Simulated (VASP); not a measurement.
Data:

```
CELL_PARAMETERS angstrom
      4.75807     0.00000     0.00000
      0.00000     4.75807     0.00000
      0.00000     0.00000     3.22519
ATOMIC_POSITIONS crystal
  Mn 0.00000 0.00000 0.00000
  Mn 0.50000 0.50000 0.50000
  F  0.30225 0.30225 0.00000
  F  0.80225 0.19775 0.50000
  F  0.19775 0.80225 0.50000
  F  0.69775 0.69775 0.00000
```
Starting moments (μB, in the order of the record's atoms Mn Mn F F F F): 4.4 -4.4 0.0 0.0 0.0 0.0.

The numbers are results of LDA (Ceperley-Alder, Perdew-Zunger), VASP's LDA PAW potentials (set 64) (plane waves; VASP 6.6.1), not measurements. Settings: 520 eV cut-off, Gaussian smearing of 0.050 eV, potentials Mn_pv F.

Q: Estimate the cell moment, band gap (along the path) with the smallest direct gap where there is one.

A: 
```json
{
  "band gap (along the path)": "1.62 eV",
  "smallest direct gap (along the path)": "1.78 eV",
  "cell_moment": "0.00 μB"
}
```

The absolute energy has meaning only against runs of the same code, potentials and settings.

The compound is MnF2 in the rutile structure. It was relaxed first, which changed the volume by -7 %.
